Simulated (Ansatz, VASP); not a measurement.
# CuNiSn2 in two plane-wave programs, part 2 of 2

Wanted: the spread between two codes on one cell, functional and k mesh. The cell is invented: As first built, before any earlier steps moved the atoms (in the runner's words): it takes the NiSn2Au structure with some of its atoms replaced by other elements, volume scaled by an estimate. It may not be a known or stable phase. The cell is taken from a series of VASP runs on this material, whose earlier steps may have relaxed, scaled or displaced it; both programs get it as it stands.

VASP 6.6.1 and Ansatz 0.2.0.

So far. Step 2 (Ansatz: single point, PBE): The run ends at a pressure of 0.14 GPa, with forces up to 0.031 eV/Å.

## 3. VASP: single point, PBE

Level of this step: PBE, spin-polarised from a ferromagnetic start; plane waves and PAW (Sn_d, Cu, Ni); invented cell (VASP).

The same cell, functional, mesh and smearing now go to VASP, with its own data sets and cutoff.

Lines of VASP's logs that name or quote its potential files are left out, and so is its time.

Contents of INCAR:

```
SYSTEM = CuNiSn2
PREC = Accurate
ENCUT = 400
EDIFF = 1E-06
NELM = 100
ISMEAR = -1
SIGMA = 0.05
LREAL = .FALSE.
ALGO = Normal
GGA = PE
NBANDS = 32
ISPIN = 2
MAGMOM = 0 0 0.6 1
LMAXMIX = 4
LORBIT = 11
LWAVE = .FALSE.
LCHARG = .TRUE.
ISIF = 2
LELF = .TRUE.
LVHAR = .TRUE.
```

Contents of POSCAR:

```
CuNiSn2
1.0
    4.0664337756     -0.0000000042      0.0000000000
   -2.0332173956      3.5216357331      0.0000000000
    0.0000000000      0.0000000000      5.1242324518
Sn Cu Ni
2 1 1
Direct
    0.3333333300      0.6666666700      0.2333285086
    0.6666666700      0.3333333300      0.7666714914
    0.0000000000      0.0000000000      0.5000000000
    0.0000000000      0.0000000000      0.0000000000
```

Contents of KPOINTS:

```
Automatic mesh
0
Gamma
6 6 5
0 0 0
```

Potentials, in the order of the species: Sn_d, Cu and Ni (PBE family, release 64).

On the command line:

```bash
$ mpirun -np 2 vasp_std
```

Numbers of over 12 decimals in the logs are rounded to 6 here.

What it wrote:

```text
[banner, memory and clock lines left out]
running    2 mpi-ranks, on    1 nodes
 distrk:  each k-point on    2 cores,    1 groups
 distr:  one band on    1 cores,    2 groups

 POSCAR found type information on POSCAR SnCuNi
 POSCAR found :  3 types and       4 ions
 LDA part: xc-table for (Slater+PW92), standard interpolation
 POSCAR, INCAR and KPOINTS ok, starting setup
 FFT: planning ... GRIDC
 FFT: planning ... GRID_SOFT
 FFT: planning ... GRID
 WAVECAR not read
 entering main loop
       N       E                     dE             d eps       ncg     rms          rms(c)
DAV:   1     0.402254272914E+03    0.40225E+03   -0.19531E+04  3584   0.210E+03
DAV:   2     0.297737360572E+02   -0.37248E+03   -0.35950E+03  3456   0.489E+02
DAV:   3    -0.177973051625E+02   -0.47571E+02   -0.46527E+02  3976   0.175E+02
DAV:   4    -0.194055083125E+02   -0.16082E+01   -0.16063E+01  4048   0.363E+01
DAV:   5    -0.194921469366E+02   -0.86639E-01   -0.86634E-01  5368   0.832E+00    0.151E+01
DAV:   6    -0.215936501116E+02   -0.21015E+01   -0.37021E+01  4424   0.137E+02    0.132E+01
DAV:   7    -0.177804203357E+02    0.38132E+01   -0.11783E+01  4232   0.604E+01    0.530E+00
DAV:   8    -0.175402222762E+02    0.24020E+00   -0.15739E+00  4728   0.210E+01    0.239E+00
DAV:   9    -0.175294127015E+02    0.10810E-01   -0.84784E-01  4664   0.158E+01    0.245E+00
DAV:  10    -0.174673540034E+02    0.62059E-01   -0.37099E-01  4608   0.117E+01    0.611E-01
DAV:  11    -0.174669097515E+02    0.44425E-03   -0.18457E-02  4408   0.133E+00    0.302E-01
DAV:  12    -0.174660270953E+02    0.88266E-03   -0.43573E-03  4112   0.133E+00    0.119E-01
DAV:  13    -0.174660806242E+02   -0.53529E-04   -0.84300E-04  4776   0.295E-01    0.841E-02
DAV:  14    -0.174660868545E+02   -0.62303E-05   -0.62008E-05  4984   0.117E-01    0.306E-02
DAV:  15    -0.174660882308E+02   -0.13763E-05   -0.11776E-05  4080   0.431E-02    0.101E-02
DAV:  16    -0.174660871203E+02    0.11106E-05   -0.20172E-06  2792   0.246E-02    0.538E-03
DAV:  17    -0.174660864494E+02    0.67085E-06   -0.86099E-07  2368   0.210E-02
   1 F= -.17466086E+02 E0= -.17458119E+02  d E =-.159342E-01  mag=     0.0001
```

From OUTCAR (step 3):

```text
ion  position               nearest neighbor table
   1  0.333  0.667  0.233-   4 2.63   4 2.63   4 2.63   3 2.72   3 2.72   3 2.72   2 3.35   2 3.35
                             2 3.35   2 3.60   2 3.60   2 3.60
   2  0.667  0.333  0.767-   4 2.63   4 2.63   4 2.63   3 2.72   3 2.72   3 2.72   1 3.35   1 3.35
                             1 3.35   1 3.60   1 3.60   1 3.60
   3  0.000  0.000  0.500-   4 2.56   4 2.56   2 2.72   1 2.72   2 2.72   1 2.72   2 2.72   1 2.72

  LATTYP: Found a hexagonal cell.
 ALAT       =     4.0664337756
 C/A-ratio  =     1.2601293257

 Subroutine GETGRP returns: Found 12 space group operations
 (whereof 12 operations were pure point group operations)

The static configuration has the point symmetry D_3d.

 Found     27 irreducible k-points:

   k-points           NKPTS =     27   k-points in BZ     NKDIM =     27   number of bands    NBANDS=     32

   dimension x,y,z NGX =    28 NGY =   28 NGZ =   36
   dimension x,y,z NGXF=    56 NGYF=   56 NGZF=   72

   ENCUT  =  400.0 eV  29.40 Ry    5.42 a.u.   6.63  6.63  8.36*2*pi/ulx,y,z

   NELECT =      49.0000    total number of electrons

 k-points in reciprocal lattice and weights: Automatic mesh
   0.00000000  0.00000000  0.00000000       0.006
   0.16666667 -0.00000000  0.00000000       0.033
   0.33333333  0.00000000  0.00000000       0.033
   0.50000000  0.00000000  0.00000000       0.017
   0.16666667  0.16666667  0.00000000       0.033
   0.33333333  0.16666667  0.00000000       0.067
   0.33333333  0.33333333  0.00000000       0.011
   0.00000000  0.00000000  0.20000000       0.011
   0.16666667 -0.00000000  0.20000000       0.033
[...]
-0.16666667  0.50000000  0.40000000       0.067
   0.33333333  0.33333333  0.40000000       0.022

 average (electrostatic) potential at core
       1 -98.3214       2 -98.3214       3 -63.1830       4 -82.6691

 E-fermi :   8.5647

 spin component 1
 k-point     1 :       0.0000    0.0000    0.0000
  band No.  band energies     occupation
    ...
     19       6.3624      1.00000
     20       6.3624      1.00000
     21       7.0926      1.00000
     22       7.0926      1.00000
     23       8.2668      0.99742
     24      10.3211      0.00000
     25      10.3211      0.00000
     26      11.7213      0.00000
     27      11.7213      0.00000
     28      12.6075      0.00000
    ...

 k-point     2 :       0.1667   -0.0000    0.0000
  band No.  band energies     occupation
    ...
     20       6.4047      1.00000
     21       7.0524      1.00000
     22       7.0674      1.00000
     23       7.9897      0.99999
     24       8.2936      0.99560
     25       9.0801      0.00003
     26      10.7768      0.00000
     27      12.9920      0.00000
     28      13.4365      0.00000
     29      14.3699      0.00000
    ...

 k-point     3 :       0.3333    0.0000    0.0000
  band No.  band energies     occupation
    ...
     21       6.5629      1.00000
     22       7.0212      1.00000
     23       7.1175      1.00000
     24       7.7486      1.00000
     25       7.9103      1.00000
     26       9.5078      0.00000
     27      11.0830      0.00000
     28      12.8135      0.00000
     29      13.7604      0.00000
     30      15.0233      0.00000
    ...

 k-point     4 :       0.5000    0.0000    0.0000
  band No.  band energies     occupation
    ...
     22       6.9414      1.00000
     23       7.0495      1.00000
     24       7.0756      1.00000
     25       7.1507      1.00000
     26       8.5563      0.54206
     27      10.0676      0.00000
     28      12.3029      0.00000
     29      13.8300      0.00000
     30      14.6999      0.00000
     31      14.9259      0.00000
    ...

 k-point     5 :       0.1667    0.1667    0.0000
  band No.  band energies     occupation
    ...
     21       6.7853      1.00000
     22       7.0133      1.00000
     23       7.1225      1.00000
     24       7.6741      1.00000
     25       8.0843      0.99993
     26      11.3627      0.00000
     27      11.8122      0.00000
     28      12.0019      0.00000
     29      13.3052      0.00000
     30      14.3497      0.00000
    ...

 k-point     6 :       0.3333    0.1667    0.0000
  band No.  band energies     occupation
    ...
     21       6.7830      1.00000
     22       6.8429      1.00000
     23       7.0575      1.00000
     24       7.3216      1.00000
     25       7.7923      1.00000
     26       9.6897      0.00000
     27      10.2305      0.00000
     28      11.7713      0.00000
     29      12.4809      0.00000
     30      13.6341      0.00000
    ...

  Total        0.1362777      0.1362778     -0.2817213     -0.0000000      0.0000000      0.0000000
  in kB        2.9754217      2.9754230     -6.1509659     -0.0000004      0.0000000      0.0000000
  external PRESSURE =      -0.0667071 kB  Pullay stress =       0.0000000 kB

  energy-cutoff  :      400.00
  volume of cell :       73.38
      direct lattice vectors                 reciprocal lattice vectors
     4.066433776 -0.000000004  0.000000000     0.245915723  0.141979513  0.000000000
    -2.033217396  3.521635733  0.000000000     0.000000000  0.283958954  0.000000000
     0.000000000  0.000000000  5.124232452     0.000000000  0.000000000  0.195151178

 POSITION                                       TOTAL-FORCE (eV/Angst)
 -----------------------------------------------------------------------------------
     -0.00000      2.34776      1.19563         0.000000      0.000000      0.021370
      2.03322      1.17388      3.92860        -0.000000     -0.000000     -0.021370
      0.00000      0.00000      2.56212         0.000000      0.000000      0.000000
      0.00000      0.00000      0.00000         0.000000      0.000000      0.000000
 -----------------------------------------------------------------------------------
    total drift:                                0.000000      0.000000      0.000000

  FREE ENERGIE OF THE ION-ELECTRON SYSTEM (eV)
  ---------------------------------------------------
  free  energy   TOTEN  =       -17.4660864494 eV

  energy  without entropy=      -17.4501522868  energy(sigma->0) =      -17.45811937

 total charge
# of ion       s       p       d       tot
------------------------------------------
    1        1.164   1.109  10.016  12.289
    2        1.164   1.109  10.016  12.289
    3        0.445   0.383   9.158   9.986
    4        0.456   0.437   8.444   9.337
--------------------------------------------------
tot          3.229   3.038  37.634  43.902

 magnetization (x)
# of ion       s       p       d       tot
------------------------------------------
    1        0.000  -0.000   0.000  -0.000
    2        0.000  -0.000   0.000  -0.000
    3       -0.000  -0.000  -0.000  -0.000
    4        0.000  -0.000  -0.000  -0.000
--------------------------------------------------
tot          0.000  -0.000  -0.000  -0.000

[... 4 further parts left out ...]
```

The moments of VASP's start collapse, so its state is non-magnetic.

## 4. Comparison

Known differences besides the potentials themselves: the data sets hold 65 valence electrons in Ansatz (default PAW (the set named soft_2) files) and 49 in VASP; the cutoff is 420 eV in Ansatz and 400 eV in VASP; VASP leaves aspherical gradient terms in its spheres out (LASPH is not set), Ansatz keeps them. Total energies have different zeros and are not compared.

Both answers:

```csv
quantity,Ansatz,VASP,difference
pressure (GPa),0.14,-0.01,+0.14
pressure without Ansatz's Pulay correction (GPa),0.06,-0.01,+0.07
```

At this near-relaxed geometry the largest component of a force difference is 10 meV/Å. Ansatz's pressure holds a Pulay correction of 0.08 GPa; VASP's holds none.

## 5. Ansatz: single point, r2SCAN

With cell and atoms fixed, the geometry can't cause a difference; cores, projectors, grids and the points listed under the comparison can. The cell compared in this pair holds 64.58 Å³, against 73.38 Å³ for the pair before.

The cell is taken from a series of VASP runs on this material, whose earlier steps may have relaxed, scaled or displaced it; both programs get it as it stands.

Contents of input.yaml:

```yaml
crystal:
  lattice:
    - [3.896798308, -4.0e-09, 0.0]
    - [-1.9483996406, 3.3747270762, 0.0]
    - [0.0, 0.0, 4.9104698244]
  atoms:
    - { symbol: Sn, position: [0.33333333, 0.66666667, 0.2333285086] }
    - { symbol: Sn, position: [0.66666667, 0.33333333, 0.7666714914] }
    - { symbol: Cu, position: [0.0, 0.0, 0.5], spin: 0.6 }
    - { symbol: Ni, position: [0.0, 0.0, 0.0], spin: -1.0 }
hamiltonian:
  xc: r2scan
  pseudopotentials: { kind: paw }
magnetization:
  spin_polarized: true
kpoints:
  mp_grid: { grid: [7, 7, 5] }
scf:
  occupations: { method: tetrahedron }
output:
  forces: true
  stress: true
  write_density: true
  write_potential: true
  elf: true
  volumetric_format: npy
```

On the command line:

```bash
$ ansatz run input.yaml --threads 2 --pin off --max-ram 4608MiB --backend cpu --events-out ev --progress --plain --runs-dir out
```

What it wrote:

```text
Warning: output.forces, output.stress, relax.cell or npt_langevin: where a Kohn–Sham band that disperses or a degenerate level is filled in part under the method tetrahedron, the forces or the stress that this run publishes need not agree with its energy (scf.occupations.method in the input reference, under Limitations); prefer a smearing scheme for the forces or the stress
[...]
k-point 1 ↑: bands = [... 29 lower, 13.6574, 15.6863, 17.9700, 17.9700, 19.4043, 19.4043, 20.8937, 22.1567, ... 3 higher]
  k-point 2 ↑: bands = [... 29 lower, 13.4604, 17.4068, 18.7313, 18.7313, 19.3852, 19.3852, 19.9589, 21.8715, ... 3 higher]
  k-point 31 ↓: bands = [... 29 lower, 13.4908, 13.7324, 14.1298, 14.2894, 14.6731, 21.3084, 22.4908, 24.0618, ... 3 higher]
[key lines of the parts left out:]
SCF converged after 26 iterations
Magnetization: -0.0000 μB (32.5000 up, 32.5000 down)
Free energy (F): -24554.021022 eV
Fermi energy:    15.614205 eV
P = ⅓ Tr σ = 12.6990 GPa (126.990 kbar)
```

Run time: 78 s. Hardware: 2 threads of Arm Neoverse N1, shared host; peak memory 0.62 GiB.

The run ends at a pressure of 12.70 GPa, with forces up to 0.15 eV/Å.

## 6. VASP: single point, r2SCAN

The same cell, functional, mesh and smearing now go to VASP, with its own data sets and cutoff.

Changes to INCAR since step 3:

```diff
@@ -5,3 +5,3 @@
 NELM = 100
-ISMEAR = -1
+ISMEAR = -5
 SIGMA = 0.05
@@ -9,6 +9,7 @@
 ALGO = Normal
-GGA = PE
+METAGGA = R2SCAN
+LASPH = .TRUE.
 NBANDS = 32
 ISPIN = 2
-MAGMOM = 0 0 0.6 1
+MAGMOM = 0 0 0.6 -1
 LMAXMIX = 4
```

Contents of POSCAR:

```
CuNiSn2
1.0
    3.8967983080     -0.0000000040      0.0000000000
   -1.9483996406      3.3747270762      0.0000000000
    0.0000000000      0.0000000000      4.9104698244
Sn Cu Ni
2 1 1
Direct
    0.3333333300      0.6666666700      0.2333285086
    0.6666666700      0.3333333300      0.7666714914
    0.0000000000      0.0000000000      0.5000000000
    0.0000000000      0.0000000000      0.0000000000
```

Contents of KPOINTS:

```
Automatic mesh
0
Gamma
7 7 5
0 0 0
```

On the command line:

```bash
$ mpirun -np 2 vasp_std
```

What it wrote:

```text
[banner, memory and clock lines left out]
running    2 mpi-ranks, on    1 nodes
[...]
|                                                                             |
|               ----> ADVICE to this user running VASP <----                  |
|                                                                             |
|     You enforced a specific xc type in the INCAR file but a different       |
|     [... a line on the potential file left out ...]
|     I HOPE YOU KNOW WHAT YOU ARE DOING!                                     |
|                                                                             |

 LDA part: xc-table for (None), standard interpolation
 POSCAR, INCAR and KPOINTS ok, starting setup
[...]
entering main loop
       N       E                     dE             d eps       ncg     rms          rms(c)
DAV:   1     0.353925787778E+03    0.35393E+03   -0.19855E+04  4296   0.225E+03
DAV:   2    -0.300304782444E+02   -0.38396E+03   -0.36957E+03  4096   0.506E+02
[...]
DAV:  17    -0.724728653759E+02   -0.15136E-05   -0.73785E-07  2776   0.150E-02    0.184E-03
DAV:  18    -0.724728655050E+02   -0.12906E-06   -0.54370E-07  2600   0.724E-03
   1 F= -.72472866E+02 E0= -.72472866E+02  d E =0.000000E+00  mag=    -0.0000
|                                                                             |
|           W    W    AA    RRRRR   N    N  II  N    N   GGGG   !!!           |
|           W    W   A  A   R    R  NN   N  II  NN   N  G    G  !!!           |
|           W    W  A    A  R    R  N N  N  II  N N  N  G       !!!           |
|           W WW W  AAAAAA  RRRRR   N  N N  II  N  N N  G  GGG   !            |
|           WW  WW  A    A  R   R   N   NN  II  N   NN  G    G                |
|           W    W  A    A  R    R  N    N  II  N    N   GGGG   !!!           |
|                                                                             |
|     Tetrahedron method does not include variations of the Fermi             |
|     occupations, so forces and stress will be inaccurate. We suggest        |
|     using a different smearing scheme ISMEAR = 1 or 2 for metals in         |
|     relaxations.                                                            |
|                                                                             |
```

Parts of OUTCAR (step 6):

```text
  Total        5.2181726      5.2181749      4.9650757     -0.0000008      0.0000000      0.0000000
  in kB      129.4670922    129.4671495    123.1875513     -0.0000188      0.0000000      0.0000000
  external PRESSURE =     127.3739310 kB  Pullay stress =       0.0000000 kB

 POSITION                                       TOTAL-FORCE (eV/Angst)
 -----------------------------------------------------------------------------------
     -0.00000      2.24982      1.14575        -0.000000      0.000000      0.152077
      1.94840      1.12491      3.76472         0.000000     -0.000000     -0.152077
      0.00000      0.00000      2.45523         0.000000      0.000000      0.000000
      0.00000      0.00000      0.00000        -0.000000      0.000000      0.000000
 -----------------------------------------------------------------------------------
    total drift:                                0.000000      0.000000      0.000000

  FREE ENERGIE OF THE ION-ELECTRON SYSTEM (eV)
  ---------------------------------------------------
  free  energy   TOTEN  =       -72.4728655050 eV

  energy  without entropy=      -72.4728655050  energy(sigma->0) =      -72.47286550

 magnetization (x)
# of ion       s       p       d       tot
------------------------------------------
    1       -0.000   0.000   0.000  -0.000
    2       -0.000   0.000   0.000  -0.000
    3        0.000   0.000  -0.000  -0.000
    4        0.000   0.000  -0.000  -0.000
--------------------------------------------------
tot         -0.000   0.000  -0.000  -0.000

[... 3 further parts left out ...]
[key lines of the parts left out:]
E-fermi :  10.1573
```

The run ends at a pressure of 12.74 GPa, with forces up to 0.15 eV/Å.

## 7. Comparison

What differs besides the data sets and the points named for the pairs above, as far as they apply: VASP keeps PBE cores, Ansatz makes them for the functional; the cutoff is 500 eV in Ansatz and 400 eV in VASP. Total energies have different zeros and are not compared.

Both answers:

```
                                        quantity  Ansatz   VASP  difference
                                  pressure (GPa)   12.70  12.74       -0.04
pressure without Ansatz's Pulay correction (GPa)   12.63  12.74       -0.10
```

Forces (eV/Å; atoms numbered as in POSCAR):

```
atom        Ansatz x, y, z          VASP x, y, z
 Sn1   0.000, 0.000, 0.150   0.000, 0.000, 0.152
 Sn2  0.000, 0.000, -0.150  0.000, 0.000, -0.152
 Cu3   0.000, 0.000, 0.000   0.000, 0.000, 0.000
 Ni4   0.000, 0.000, 0.000   0.000, 0.000, 0.000
```

The forces differ by 1.0 meV/Å r.m.s., which is 1.6 % of the r.m.s. force of 0.06 eV/Å (both taken over all components). Ansatz's pressure holds a Pulay correction of 0.07 GPa; VASP's holds none.

## 8. Results

| Property | Result |
| --- | --- |
| difference in pressure (single point, PBE) | 0.14 GPa |
| r.m.s. force difference (single point, r2SCAN) | 1 meV/Å |

**Reading.** The difference in pressure is 0.14 GPa (single point, PBE), within the 1 GPa picked in this series as the mark of a large difference. How closely two codes agree says nothing of how well the functional describes the real material.

[Lines on the potential files, build, host, timing and source positions are cut from VASP's logs without a mark.]

[Logs are printed without paths, hosts, clocks, repeated set-up lines and the standing remarks that a program may print on its own settings, such as how far it seeks lower states.]

[Hosts, paths, dates, database ids (printed as entryN), source tags and the programs' standing remarks are cut or masked in the printed files.]
